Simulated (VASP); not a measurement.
A convergence study with VASP on BeTe (zinc blende): one setting is varied, all else stays as given below, so the limit is that of these other settings. ε∞ is the independent-particle value.

```xyz
2
Lattice="0.0000 2.8150 2.8150 2.8150 0.0000 2.8150 2.8150 2.8150 0.0000" Properties=species:S:1:pos:R:3 pbc="T T T"
Be     0.0000     0.0000     0.0000
Te     1.4075     1.4075     1.4075
```

Computed with PBE GGA, VASP's PBE PAW potentials (set 64) (plane waves; VASP). The tightest run used: 550 eV cut-off, 7×7×7 Γ-centred mesh, Gaussian smearing of 0.050 eV, potentials Be Te.

The settings run are NBANDS = 5; NBANDS = 6; NBANDS = 8; NBANDS = 12; NBANDS = 20; NBANDS = 36; NBANDS = 68; NBANDS = 132. From which on does the mean ε∞ stay within 0.1  of the tightest run?

From NBANDS = 12 on: it is off by 0.04 there and by no more than 0.1 in any finer run, while NBANDS = 8 is off by 0.25.
```tsv
setting	mean ε∞	bands	difference judged ()
NBANDS = 5	5.51	5	2.66
NBANDS = 6	6.89	6	1.27
NBANDS = 8	7.91	8	0.25
NBANDS = 12	8.12	12	0.04
NBANDS = 20	8.15	20	0.01
NBANDS = 36	8.16	36	0.01
NBANDS = 68	8.16	68	0.00
NBANDS = 132	8.17	132	0.00
```

Left out are rungs that failed or repeat a setting and relaxations that didn't move; long series are thinned to 24 rows.

The compound is BeTe in the zinc blende structure. The cell was not relaxed at this level.
